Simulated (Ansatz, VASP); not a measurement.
## Cross-check of CaSb between VASP and Ansatz

One calculation is typed for both programs; each brings its own data sets. How far apart do they land? The cell is generated by rule, not measured, and may not be a known phase. The cell is taken from a series of runs on this material, whose earlier steps may have relaxed, scaled, displaced or heated it; both programs get it as it stands.

Main program and level: Ansatz 0.2.0; plane waves, with VASP 6.6.1 beside it; zone-centre phonons at PBE.

The structure was built from a prototype and need not be the compound's stable phase.

### 1. Set-up

The structure is cubic, space group Pm-3m (No. 221). The conventional cell has a = 3.879 Å, b = 3.879 Å, c = 3.879 Å, α = 90.00°, β = 90.00°, γ = 90.00°. Nearest to Ca lie 8 Sb at 3.36 Å. Nearest to Sb lie 8 Ca at 3.36 Å. Farther neighbours are not listed.

### 2. Ansatz: zone-centre phonons, PBE

Ansatz runs on norm-conserving files, of PseudoDojo where its log says so.

Second derivatives magnify differences that forces hide, and they need a tight electronic threshold.

File input.yaml:

```yaml
crystal:
  lattice:
    - [3.8785496774, 0.0, 0.0]
    - [0.0, 3.8785496774, 0.0]
    - [0.0, 0.0, 3.8785496774]
  atoms:
    - { symbol: Ca, position: [0.0, 0.0, 0.0] }
    - { symbol: Sb, position: [0.5, 0.5, 0.5] }
kpoints:
  mp_grid: { grid: [8, 8, 8] }
hamiltonian:
  xc: pbe
  pseudopotentials: { kind: nc, accuracy: standard }
scf:
  occupations: { method: methfessel_paxton, width: 0.27211 }
output:
  eigenvalues: true
phonons:
  method: dfpt
  qmesh: [2, 2, 2]
  temperatures: { t_max: 1000, t_step: 50 }
  qpath:
    path:
      - [[0.0, 0.0, 0.0], [0.0, 0.5, 0.0], [0.5, 0.5, 0.0], [0.0, 0.0, 0.0], [0.5, 0.5, 0.5], [0.0, 0.5, 0.0]]
      - [[0.5, 0.5, 0.5], [0.5, 0.5, 0.0]]
    npoints: 12
```

Run with:

```
$ ansatz run input.yaml --threads 4 --pin off --max-ram 8192MiB --backend cpu --events-out ev --progress --plain --runs-dir out
```

Numbers of over 12 decimals in the logs are rounded to 6 here.

Output:

```text
Engine: ansatz 0.2.0, aarch64-unknown-linux-gnu
Pseudopotentials: kind: nc
Pseudopotential: Ca, nc, valence charge 10, recommended cutoff 925.187132 eV (normal), Ca.nc.azcp (PseudoDojo's, or run here from an input of PseudoDojo's; its table is named by hamiltonian.pseudopotentials.accuracy)
Pseudopotential: Sb, nc, valence charge 15, recommended cutoff 1088.45545 eV (normal), Sb.nc.azcp (PseudoDojo's, or run here from an input of PseudoDojo's; its table is named by hamiltonian.pseudopotentials.accuracy)
Functional definition: PBE
  parameter kappa = 0.804
  parameter beta = 0.066725
  exchange = pbe_x(kappa = kappa, mu = beta*pi^2/3)
  correlation = pbe_c(beta = beta)
Crystal: 2 atoms, lattice volume = 58.346 Å³
Basis set: ecut = 1088.45545 eV, 4729 PW (Γ), exchange–correlation on 90×90×90 points (8 copies of the dense FFT grid, shifted against one another)
Bands: 17, of which v1, the nominal top of the filled ones, is band 13 counted from 1 (12 counted from 0)
Symmetry: 48 space group operations
k-points: 35 of 512
Non-local potential: Ca, projectors of the file, l = 0: 2, l = 1: 2, l = 2: 2
Non-local potential: Sb, projectors of the file, l = 0: 2, l = 1: 2, l = 2: 2, l = 3: 2
Initial density: superposition of atomic densities (chi_scale 0.1, normalization cell, long waves kept (reshape's long-wave potential 0.00 eV rms))
Initial wavefunctions: pseudopotential atomic-orbital guess
Functional: x = pbe(κ = 0.804, μ = 0.219515), c = pbe(β = 0.066725)
SCF iter   1: F=—  HF=-3530.353768 eV  |F-HF|=—  |Δ(HF+E_count)|=         —  Δρ=4.98e-2  dr2=2.85e0  ethr=3.10e-3  ⟨swp⟩=7.9  Hψ=4161  notcnv=0
preconditioner: auto → Kerker (q_TF=auto, 2.369 Å⁻¹)  [metal: Δε(μ)=0.013 eV  Ē_g=5.487 eV  σ=0.272 eV  W_gap=0.04  n_scr=18 (ndim 8)  ℏωp=12.9 eV  f_vac=0.000  D(μ)=1.77/eV (n_scr^D=18)]
SCF iter   2: F=—  HF=-3529.603938 eV  |F-HF|=—  |Δ(HF+E_count)|=   7.50e-1  S|Δr|=    0.00e0  Δρ=2.26e-2  dr2=6.53e-1  ethr=3.10e-3  ⟨swp⟩=3.9  Hψ=1525  notcnv=0
SCF iter   3: F=—  HF=-3529.382234 eV  |F-HF|=—  |Δ(HF+E_count)|=   2.22e-1  S|Δr|=    0.00e0  Δρ=4.65e-3  dr2=1.31e-2  ethr=2.61e-3  ⟨swp⟩=3.8  Hψ=1233  notcnv=0
SCF iter   4: F=—  HF=-3529.381603 eV  |F-HF|=—  |Δ(HF+E_count)|=   6.31e-4  S|Δr|=    0.00e0  Δρ=1.11e-3  dr2=8.32e-4  ethr=5.22e-5  ⟨swp⟩=2.1  Hψ=964  notcnv=0
SCF iter   5: F=—  HF=-3529.381795 eV  |F-HF|=—  |Δ(HF+E_count)|=   1.92e-4  S|Δr|=    0.00e0  Δρ=3.20e-4  dr2=6.70e-5  ethr=3.33e-6  ⟨swp⟩=2.0  Hψ=742  notcnv=0
SCF iter   6: F=—  HF=-3529.381806 eV  |F-HF|=—  |Δ(HF+E_count)|=   1.08e-5  S|Δr|=    0.00e0  Δρ=6.64e-5  dr2=2.06e-6  ethr=2.68e-7  ⟨swp⟩=2.8  Hψ=1034  notcnv=0
SCF iter   7: F=—  HF=-3529.381776 eV  |F-HF|=—  |Δ(HF+E_count)|=   2.97e-5  S|Δr|=    0.00e0  Δρ=1.34e-5  dr2=2.25e-7  ethr=8.22e-9  ⟨swp⟩=2.7  Hψ=957  notcnv=0
SCF iter   8: F=—  HF=-3529.381776 eV  |F-HF|=—  |Δ(HF+E_count)|=   4.93e-9  S|Δr|=    0.00e0  Δρ=4.10e-6  dr2=1.78e-8  ethr=9.00e-10  ⟨swp⟩=2.1  Hψ=717  notcnv=0
SCF iter   9: F=—  HF=-3529.381776 eV  |F-HF|=—  |Δ(HF+E_count)|=   3.91e-9  S|Δr|=    0.00e0  Δρ=3.53e-7  dr2=6.84e-11  ethr=7.11e-11  ⟨swp⟩=2.0  Hψ=844  notcnv=0
SCF iter  10: F=-3529.381776 eV  HF=-3529.381776 eV  |F-HF|=1.82e-12  |Δ(HF+E_count)|=  9.09e-12  S|Δr|=    0.00e0  Δρ=9.24e-8  dr2=2.39e-12  ethr=1.00e-12  ⟨swp⟩=9.4  Hψ=3844  notcnv=0
SCF 1 converged in 10 iterations: F = -3529.381776 eV  dr2 = 2.39e-12
phonons: the bands overlap, so this run is a metal and interpolates without the dipole-dipole term. If the crystal is really an insulator or semiconductor, its LO-TO splitting is missing
NSCF: frozen V_eff on 35 k-points
NSCF: frozen V_eff on 75 k-points
DFPT response loops at q = (0, 0, 0) (fractional): preconditioner auto → Kerker (q_TF=auto, 2.369 Å⁻¹) (partly filled bands, converged f_vac=0.000); β = 1.00, the filter's whole step (`scf.mixing.beta` (0.50) is not read by the response loops under this deck's `scf.mixing.preconditioner`; to damp them name `kerker` or `kerker_dos`, under which they read `scf.mixing.beta`, and type it under 1.00, their step now; both keys bind the ground state too); Broyden in place of MSR1
NSCF: frozen V_eff on 250 k-points
DFPT response loops at q = (0, 0, -0.5) (fractional): mixed as the last ones told, above
NSCF: frozen V_eff on 250 k-points
DFPT response loops at q = (0, -0.5, -0.5) (fractional): mixed as the last ones told, above
NSCF: frozen V_eff on 150 k-points
DFPT response loops at q = (-0.5, -0.5, -0.5) (fractional): mixed as the last ones told, above
SCF converged after 10 iterations
Stability not checked: this state was not tested for a lower state beside it, because cold or Methfessel-Paxton smearing, or corrected tetrahedra, fill the levels in a way that the test cannot read (fill_not_monotonic; see scf.lower_state_search)
Free energy (F): -3529.381776 eV
Harris-Foulkes:  -3529.381776 eV  (|F-HF|=1.82e-12)
Internal energy: -3529.387046 eV  (E = F + TS)
E sigma→0 (E₀):  -3529.383093 eV
Entropy (-TS):   0.005269 eV (2.635 meV/atom)
Fermi energy:    9.259367 eV
--- Per-component energies (eV) ---
  E_band       = -299.139103
  E_kinetic    = 1811.129323
  E_local      = -1969.769412  (includes V_loc(G=0)·N_el)
  E_nonlocal   = -1216.664728
  E_hartree    = 822.025166
  E_xc         = -817.761519
  E_vxc        = -567.884646  (∫ρ·V_xc dr)
  E_ewald      = -2158.345875
  E_smearing   = 0.005269  (= −TS)
  E_closure    = 0.000000  (closes the sum)
  Σ components = -3529.381776   (vs F -3529.381776, Δ=0.00e0)
--- Band table (eV; the first three rows and the last of 35) ---
  k-point 0: bands = [... 9 lower, -0.8871, 9.6296, 9.6296, 9.6296, 10.1448, 10.1448, 12.3259, 13.1371]
  k-point 1: bands = [... 9 lower, -0.7645, 8.2193, 9.5916, 9.5916, 10.2356, 10.9120, 13.1407, 13.1572]
  k-point 2: bands = [... 9 lower, -0.4304, 6.5676, 9.4980, 9.4980, 10.4825, 11.7229, 13.2067, 13.6563]
  k-point 34: bands = [... 9 lower, 1.7869, 6.3821, 6.3821, 6.3821, 11.9499, 11.9499, 11.9499, 14.0829]
--- Phonons (Γ-DFPT): 2 representative perturbations + reference (Σ response iterations 6) ---
  ASR residual: 1.407e-4 → 0.000e0 eV/Å²; symmetrization residual: 1.360e-6 eV/Å²
  ASR residual per site (eV/Å²): 1.41e-4 6.64e-5
  Γ frequencies (cm⁻¹): 0.00 0.00 0.00 139.89 139.89 139.89
--- Phonons (arbitrary-q DFPT): 4 irreducible q on the 2×2×2 mesh ---
  q = [0.0000, 0.0000, 0.0000] (star 1, of the zone-centre solve; hermiticity 1.25e-6, symmetrization 2.66e-14): -0.00 0.00 0.00 139.89 139.89 139.89
  q = [0.0000, 0.0000, -0.5000] (star 3, 4 solved perturbations in 400 linear systems a pass and spin channel, the states on 125 of 512 k-point pairs; hermiticity 2.06e-13, symmetrization 2.27e-13, the responses' own estimated error 1.7e-4 eV/Å²): 70.77 70.77 94.54 94.54 96.06 156.29
  q = [0.0000, -0.5000, -0.5000] (star 3, 4 solved perturbations in 400 linear systems a pass and spin channel, the states on 125 of 512 k-point pairs; hermiticity 1.98e-6, symmetrization 1.68e-12, the responses' own estimated error 1.7e-4 eV/Å²): 74.84 74.84 83.91 104.21 174.46 174.46
  q = [-0.5000, -0.5000, -0.5000] (star 1, 2 solved perturbations on 75 of 512 k-point pairs; hermiticity 2.69e-13, symmetrization 5.48e-12, the responses' own estimated error 1.8e-4 eV/Å²): 88.45 88.45 88.45 139.09 139.09 139.09
  sum rule: each row above includes the acoustic sum rule's correction from the zone centre's row sums; it moved no ω² by more than (0.98 cm⁻¹)²
  mesh force constants: q→R imaginary residual 2.22e-17; ASR residual 1.407e-4 → 0.000e0 eV/Å²; symmetrization residual 1.776e-15 eV/Å²
  interpolated dispersion: 74 rows × 6 modes
  density of states and harmonic sums: on the 16×16×16 q-mesh, interpolated from the force constants of a 2×2×2 supercell (no non-analytic term)
  largest difference from the sums on the solved wave vectors: F 9.80e-2 eV, S 1.30e-4 and C_V 3.23e-5 eV/K
  zero-point energy: 0.038846 eV/cell   skipped modes (ω ≤ 0): 3   left out of the sums: 1.22e-4 of the cell's modes: C_V's classical limit lies that fraction below 3 k_B per atom; for a crystal, a wire or a layer, F and S can be off by more, and a phonons.interpolated_qmesh denser along its periods is the remedy for the sampling
```

(Part 1 of 2 ends here.)

[Lines on the potential files, build, host, timing and source positions are cut from VASP's logs without a mark.]

[Logs are printed without paths, hosts, clocks, repeated set-up lines and the standing remarks that a program may print on its own settings, such as how far it seeks lower states.]

[Hosts, paths, dates, database ids (printed as entryN), source tags and the programs' standing remarks are cut or masked in the printed files.]
